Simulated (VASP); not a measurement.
Given:

```
Fe3N
1.0
    0.00000     2.94667     2.94667
    2.94667     0.00000     2.94667
    2.94667     2.94667     0.00000
N Fe
1 3
Direct
  0.00000   0.00000   0.00000
  0.50000   0.50000   0.50000
  0.25000   0.25000   0.25000
  0.75000   0.75000   0.75000
```
Starting moments (μB, in the order of the record's atoms N Fe Fe Fe): 0.0 4.0 4.0 4.0.

Computed with PBE GGA + U (Dudarev), VASP's PBE PAW potentials (set 64) (plane waves; VASP). Numerical set-up: 520 eV cut-off, 6×6×6 Γ-centred mesh, Gaussian smearing of 0.050 eV, potentials N Fe, U − J: Fe 2.00 eV.

The moments were started parallel, and other spin orders were not tried in this run.

Question: Estimate the cell moment, energy per atom (σ→0), pressure, band gap (on the k-mesh) with the smallest direct gap where there is one.

Answer: 
```
Item                                                         Value
------------------------  ----------------------------------------
band gap (on the k-mesh)  none (metal, semimetal or under 0.01 eV)
cell moment                                                9.79 μB
energy per atom (σ→0)                               -6.126 eV/atom
pressure                                                -15.07 GPa
```

Question: Give the moment on each site (PAW-sphere projection).

Answer: 
| site | moment (μB) |
|---|---|
| N1 | 0.37 |
| Fe2 | 2.85 |
| Fe3 | 3.25 |
| Fe4 | 3.25 |

Total energies compare only between runs with the same potentials, cut-off and functional.

The structure was generated: Fe3N was put into the D03 type (Fm-3m), which need not be its known phase. The cell was not relaxed at this level. The k-mesh is coarse (spacing up to 0.31 per Å, 2π included), so the numbers may not be converged in it. The run is one of a series of settings (LDAU = .TRUE., LDAUJ = 0 0, LDAUL = -1 2, LDAUTYPE = 2, LDAUU = 0 2.0 against the base run), some of them coarse on purpose.
